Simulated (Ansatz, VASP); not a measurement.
# Rb2AlTlH6 in two plane-wave programs, part 2 of 2

Wanted: the spread between two codes on one cell, functional and k mesh. The cell is taken from a series of runs on this material, whose earlier steps may have relaxed, scaled, displaced or heated it; both programs get it as it stands.

VASP 6.6.1 and Ansatz 0.2.0.

So far: Set-up; Ansatz: G0W0 gap, LDA.

### 3. VASP: G0W0 gap, LDA

Level of this step: G0W0 on LDA; plane waves and PAW (Rb_sv_GW, Al_GW, Tl_d_GW, H_GW) (VASP).

The same cell, functional (in two slightly different forms) and mesh now go to VASP, with its own data sets.

Lines of VASP's logs that name or quote its potential files are left out, and so is its time.

The run reads the wave functions of an earlier VASP run, which isn't shown here.

INCAR reads:

```
SYSTEM = Rb2AlTlH6
PREC = Accurate
ENCUT = 320
ISMEAR = 0
SIGMA = 0.01
LREAL = .FALSE.
GGA = CA
NBANDS = 129
ALGO = EVGW0
NELMGW = 1
ENCUTGW = 114.29
NOMEGA = 64
PRECFOCK = Fast
NBANDSGW = 29
LWAVE = .FALSE.
LCHARG = .FALSE.
```

POSCAR reads:

```
Rb2AlTlH6
1.0
    0.0000000000      4.3433650000      4.3433650000
    4.3433650000      0.0000000000      4.3433650000
    4.3433650000      4.3433650000      0.0000000000
Rb Al Tl H
2 1 1 6
Direct
    0.2500000000      0.2500000000      0.2500000000
    0.7500000000      0.7500000000      0.7500000000
    0.5000000000      0.5000000000      0.5000000000
    0.0000000000      0.0000000000      0.0000000000
    0.2941560000      0.7058440000      0.7058440000
    0.2941560000      0.7058440000      0.2941560000
    0.7058440000      0.2941560000      0.7058440000
    0.7058440000      0.7058440000      0.2941560000
    0.2941560000      0.2941560000      0.7058440000
    0.7058440000      0.2941560000      0.2941560000
```

KPOINTS reads:

```
Automatic mesh
0
Gamma
2 2 2
0 0 0
```

Potentials, in the order of the species: Rb_sv_GW, Al_GW, Tl_d_GW and H_GW (LDA family, release 64).

On the command line:

```sh
export OMP_NUM_THREADS=4
mpirun -np 1 vasp_std
```

Numbers of over 12 decimals in the logs are rounded to 6 here.

What it wrote:

```text
[banner, memory and clock lines left out]
running    1 mpi-ranks, on    1 nodes
 distrk:  each k-point on    1 cores,    1 groups
 distr:  one band on    1 cores,    1 groups
 Offloading initialized ...    1 GPUs detected
 POSCAR found type information on POSCAR RbAlTlH
 POSCAR found :  4 types and      10 ions
|                                                                             |
|           W    W    AA    RRRRR   N    N  II  N    N   GGGG   !!!           |
|           W    W   A  A   R    R  NN   N  II  NN   N  G    G  !!!           |
|           W    W  A    A  R    R  N N  N  II  N N  N  G       !!!           |
|           W WW W  AAAAAA  RRRRR   N  N N  II  N  N N  G  GGG   !            |
|           WW  WW  A    A  R   R   N   NN  II  N   NN  G    G                |
|           W    W  A    A  R    R  N    N  II  N    N   GGGG   !!!           |
|                                                                             |
|     The default for ENCUTGWSOFT is different in this version of VASP.       |
|     please manually set ENCUTGWSOFT =114.29 in the INCAR file.              |
|                                                                             |

 LDA part: xc-table for (Slater(with rela. corr.)+CA(PZ))
 , standard interpolation
 found WAVECAR, reading the header
 POSCAR, INCAR and KPOINTS ok, starting setup
 FFT: planning ... GRIDC
 FFT: planning ... GRID_SOFT
 FFT: planning ... GRID
 reading WAVECAR
 the WAVECAR file was read successfully
 initial charge from wavefunction
 available memory per node:   1683.36 GB, setting MAXMEM to   1723757

 The Fermi energy was updated, please check that it is located mid-gap
 values below the HOMO (VB) or above the LUMO (CB) will cause erroneous energies
 E-fermi :   2.0203

 calculate exact exchange contribution
 the WAVEDER file was read successfully
|                                                                             |
|           W    W    AA    RRRRR   N    N  II  N    N   GGGG   !!!           |
|           W    W   A  A   R    R  NN   N  II  NN   N  G    G  !!!           |
|           W    W  A    A  R    R  N N  N  II  N N  N  G       !!!           |
|           W WW W  AAAAAA  RRRRR   N  N N  II  N  N N  G  GGG   !            |
|           WW  WW  A    A  R   R   N   NN  II  N   NN  G    G                |
|           W    W  A    A  R    R  N    N  II  N    N   GGGG   !!!           |
|                                                                             |
|     Automatic setting of frequency mesh for GW failed. Frequency mesh       |
|     properly not suitable for determining QP energies. Consider             |
|     increasing number of kpoints.                                           |
|                                                                             |

energies w=
    0.000    0.000    1.323    0.000    2.643    0.000    3.958    0.000
    5.265    0.000    6.562    0.000    7.847    0.000    9.119    0.000
   10.376    0.000   11.617    0.000   12.843    0.000   14.053    0.000
   15.246    0.000   16.425    0.000   17.588    0.000   18.738    0.000
   19.876    0.000   21.002    0.000   22.119    0.000   23.228    0.000
   24.331    0.000   25.430    0.000   26.527    0.000   27.623    0.000
   28.722    0.000   29.826    0.000   30.936    0.000   32.056    0.000
   33.189    0.000   34.337    0.000   35.505    0.000   36.694    0.000
   37.909    0.000   39.154    0.000   40.434    0.000   41.753    0.000
   43.116    0.000   44.530    0.000   46.002    0.000   47.538    0.000
   49.148    0.000   50.842    0.000   52.629    0.000   54.524    0.000
   56.541    0.000   58.698    0.000   61.014    0.000   63.514    0.000
   66.226    0.000   69.185    0.000   72.432    0.000   76.019    0.000
   80.007    0.000   84.476    0.000   89.524    0.000   95.278    0.000
  101.905    0.000  109.625    0.000  118.736    0.000  129.655    0.000
  142.979    0.000  159.594    0.000  180.879    0.000  209.096    0.000
 responsefunction array rank=     464
 LDA part: xc-table for (Slater(with rela. corr.)+CA(PZ))
 , standard interpolation

 min. memory requirement per mpi rank    587.1 MB, per node    587.1 MB

 allocating  64 responsefunctions rank=   464
 shmem allocating  64 responsefunctions rank=   464
 response function shared by NCSHMEM nodes    1
 Doing            64  frequencies on each core in blocks of            64
NQ=   1    0.0000    0.0000    0.0000,
|.........|.........|.........|.........|.........|.........|.........|.........
 performed         58000 updates of chi_q(r,r)
 total number of BLAS operations         98.99 Gflops
NQ=   2    0.5000    0.0000    0.0000,
|.........|.........|.........|.........|.........|.........|.........|.........
 performed        154000 updates of chi_q(r,r)
 total number of BLAS operations        264.59 Gflops
NQ=   3    0.5000    0.5000    0.0000,
|.........|.........|.........|.........|.........|.........|.........|.........
 performed        242000 updates of chi_q(r,r)
 total number of BLAS operations        414.68 Gflops
 resolving degeneracies of screened two electron integrals

 calculate QP shifts <psi_nk| G(iteration)W_0 |psi_nk>: iteration 1
 entering main loop
```

From OUTCAR (step 3):

```text
ion  position               nearest neighbor table
   1  0.250  0.250  0.250-
   2  0.750  0.750  0.750-
   3  0.500  0.500  0.500-   5 1.79   6 1.79   7 1.79   8 1.79   9 1.79  10 1.79
   4  0.000  0.000  0.000-
   5  0.294  0.706  0.706-   3 1.79
   6  0.294  0.706  0.294-   3 1.79
   7  0.706  0.294  0.706-   3 1.79
   8  0.706  0.706  0.294-   3 1.79
   9  0.294  0.294  0.706-   3 1.79
  10  0.706  0.294  0.294-   3 1.79

  LATTYP: Found a face centered cubic cell.
 ALAT       =     8.6867300000

 Subroutine GETGRP returns: Found 48 space group operations
 (whereof 48 operations were pure point group operations)

The static configuration has the point symmetry O_h .

 Found      3 irreducible k-points:

   k-points           NKPTS =      3   k-points in BZ     NKDIM =      8   number of bands    NBANDS=    129

   dimension x,y,z NGX =    36 NGY =   36 NGZ =   36
   dimension x,y,z NGXF=    72 NGYF=   72 NGZF=   72

   ENCUT  =  320.0 eV  23.52 Ry    4.85 a.u.   8.96  8.96  8.96*2*pi/ulx,y,z

   NELECT =      42.0000    total number of electrons

  energy-cutoff  :      320.00
  volume of cell :      163.87
      direct lattice vectors                 reciprocal lattice vectors
     0.000000000  4.343365000  4.343365000    -0.115118117  0.115118117  0.115118117
     4.343365000  0.000000000  4.343365000     0.115118117 -0.115118117  0.115118117
     4.343365000  4.343365000  0.000000000     0.115118117  0.115118117 -0.115118117

 k-points in reciprocal lattice and weights: Automatic mesh
   0.00000000  0.00000000  0.00000000       0.125
   0.50000000  0.00000000  0.00000000       0.500
   0.50000000  0.50000000  0.00000000       0.375

 E-fermi :   2.0203

 QP shifts <psi_nk| G(iteration)W_0 |psi_nk>: iteration 1
 for sc-GW calculations column KS-energies equals QP-energies in previous step
 and V_xc(KS)=  KS-energies - (<T + V_ion + V_H > + <T+V_H+V_ion>^1  + <V_x>^1)
 k-point   1 :       0.0000    0.0000    0.0000
  band No.  KS-energies  QP-energies   sigma(KS)   V_xc(KS)     V^pw_x(r,r')   Z            occupation Imag(sigma)
    ...
     18      -2.1112      -3.0690     -11.3961     -10.1540     -14.1907       0.7711       2.0000       0.7891
     19      -2.1112      -3.0690     -11.3961     -10.1540     -14.1907       0.7711       2.0000       0.7891
     20       0.3493      -0.4823     -11.7255     -10.6536     -13.8590       0.7758       2.0000       0.5276
     21       0.3493      -0.4823     -11.7255     -10.6536     -13.8590       0.7758       2.0000       0.5276
     22       3.7488       4.9192      -8.0176      -9.4534      -5.1175       0.8152       0.0000      -0.4796
     23       3.7488       4.9192      -8.0176      -9.4534      -5.1175       0.8152       0.0000      -0.4796
     24       3.7488       4.9192      -8.0176      -9.4534      -5.1175       0.8152       0.0000      -0.4796
     25       6.0241       7.4047      -7.4875      -9.1727      -3.8620       0.8193       0.0000      -0.5834
    ...

 k-point   2 :       0.5000    0.0000    0.0000
  band No.  KS-energies  QP-energies   sigma(KS)   V_xc(KS)     V^pw_x(r,r')   Z            occupation Imag(sigma)
    ...
     18      -1.4916      -2.4290     -11.8256     -10.6019     -14.4942       0.7661       2.0000       0.6992
     19      -0.5712      -1.3315     -11.2510     -10.2771     -13.4451       0.7806       2.0000       0.5911
     20      -0.5712      -1.3315     -11.2510     -10.2771     -13.4451       0.7806       2.0000       0.5911
     21      -0.4520      -1.0512     -11.7623     -10.9979     -13.5163       0.7838       2.0000       0.5126
     22       2.1625       3.2447      -7.5177      -8.8395      -4.6466       0.8188       0.0000      -0.4330
     23       5.4407       6.6227      -8.7891     -10.2468      -5.8212       0.8109       0.0000      -0.5566
     24       5.4407       6.6227      -8.7891     -10.2468      -5.8212       0.8109       0.0000      -0.5566
     25       5.9117       7.1689      -6.8586      -8.3877      -3.4551       0.8222       0.0000      -0.5425
    ...

 k-point   3 :       0.5000    0.5000    0.0000
  band No.  KS-energies  QP-energies   sigma(KS)   V_xc(KS)     V^pw_x(r,r')   Z            occupation Imag(sigma)
    ...
     18      -1.8265      -2.7649     -11.8463     -10.6275     -14.6205       0.7699       2.0000       0.7485
     19      -1.8265      -2.7649     -11.8463     -10.6275     -14.6205       0.7699       2.0000       0.7485
     20       0.7331      -0.1320     -12.1872     -11.0649     -14.3765       0.7708       2.0000       0.5193
     21       1.8781       1.3149     -12.4483     -11.7288     -13.9594       0.7828       2.0000       0.4024
     22       3.5700       4.7623      -7.7641      -9.2220      -4.8096       0.8178       0.0000      -0.4801
     23       3.5700       4.7623      -7.7641      -9.2220      -4.8096       0.8178       0.0000      -0.4801
     24       3.7605       4.8332      -6.5365      -7.8358      -3.2611       0.8256       0.0000      -0.4837
     25       4.1757       5.3284      -8.1724      -9.5969      -5.1583       0.8092       0.0000      -0.5138
    ...
```

### 4. Comparison

Known differences besides the potentials themselves: the two LDA forms differ slightly; fixed occupations in Ansatz, narrow Gaussian smearing in VASP; the data sets hold 40 valence electrons in Ansatz (on its default PAW (the set named soft_2) files) and 42 in VASP; the cutoff is 420 eV in Ansatz and 320 eV in VASP; VASP's log shows a relativistic correction to its local exchange, Ansatz's none; Ansatz integrates over frequency by contour deformation, VASP on a grid of NOMEGA points; Ansatz's G0W0 levels solve the quasiparticle equation, VASP's are linearised. Total energies have different zeros and are not compared.

Both answers:

```tsv
quantity	Ansatz	VASP	difference
G0W0 gap on the mesh (eV)	1.40	1.93	-0.53
Kohn-Sham gap under it (eV)	0.33	0.28	+0.05
```

VASP's log warns that its frequency grid doesn't suit quasiparticle energies on this mesh.

### 5. Summary of results

```
difference in G0W0 gap on the mesh (G0W0 gap, LDA) : -0.53 eV
```

The difference in G0W0 gap on the mesh is -0.53 eV (G0W0 gap, LDA). The data sets hold unlike numbers of valence electrons (40 in Ansatz and 42 in VASP), so part of the differences comes from the potentials. Part of the difference in the G0W0 gap can come from VASP's linearised levels. How closely two codes agree says nothing of how well the functional describes the real material.

[Lines on the potential files, build, host, timing and source positions are cut from VASP's logs without a mark.]

[Logs are printed without paths, hosts, clocks, repeated set-up lines and the standing remarks that a program may print on its own settings, such as how far it seeks lower states.]

[Hosts, paths, dates, database ids (printed as entryN), source tags and the programs' standing remarks are cut or masked in the printed files.]
